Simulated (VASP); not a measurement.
Elastic constants (GPa) of a crystal from PBEsol GGA, VASP's PBE PAW potentials (set 64) run with VASP:

```json
[
 {"": "xx", "xx": "22.7", "yy": "11.2", "zz": "11.2", "yz": "0.0", "xz": "0.0", "xy": "0.0"},
 {"": "yy", "xx": "11.2", "yy": "22.7", "zz": "11.2", "yz": "0.0", "xz": "0.0", "xy": "0.0"},
 {"": "zz", "xx": "11.2", "yy": "11.2", "zz": "22.7", "yz": "0.0", "xz": "0.0", "xy": "0.0"},
 {"": "yz", "xx": "0.0", "yy": "0.0", "zz": "0.0", "yz": "10.8", "xz": "0.0", "xy": "0.0"},
 {"": "xz", "xx": "0.0", "yy": "0.0", "zz": "0.0", "yz": "0.0", "xz": "10.8", "xy": "0.0"},
 {"": "xy", "xx": "0.0", "yy": "0.0", "zz": "0.0", "yz": "0.0", "xz": "0.0", "xy": "10.8"}
]
```

Question: Work out the Voigt, Reuss and Hill moduli, Young's modulus and Poisson's ratio.

Answer: All eigenvalues are positive (smallest 10.8 GPa), so the crystal is stable. K_V = (C11+C22+C33+2(C12+C13+C23))/9 = (68.1 + 2×33.6)/9 = 15.0 GPa; G_V = (68.1 − 33.6 + 3×32.4)/15 = 8.8 GPa. From the compliances, K_R = 15.0 GPa and G_R = 8.0 GPa. Hill: K = 15.0 GPa, G = 8.4 GPa, E = 9KG/(3K+G) = 21.2 GPa, ν = (3K−2G)/(2(3K+G)) = 0.265. K/G = 1.79, above Pugh's 1.75; universal anisotropy A^U = 0.49.

Question: With a density of 7.55 g/cm³, what are the mean sound speeds?

Answer: v_l = √((K+4G/3)/ρ) = 1.86 km/s and v_t = √(G/ρ) = 1.05 km/s. The crystal is CsAu (space group Pm-3m), cubic.

The structure comes from a computed database's CsAu entry (Pm-3m); how it stands against other phases isn't given here. It was relaxed first, which changed the volume by -8 %.
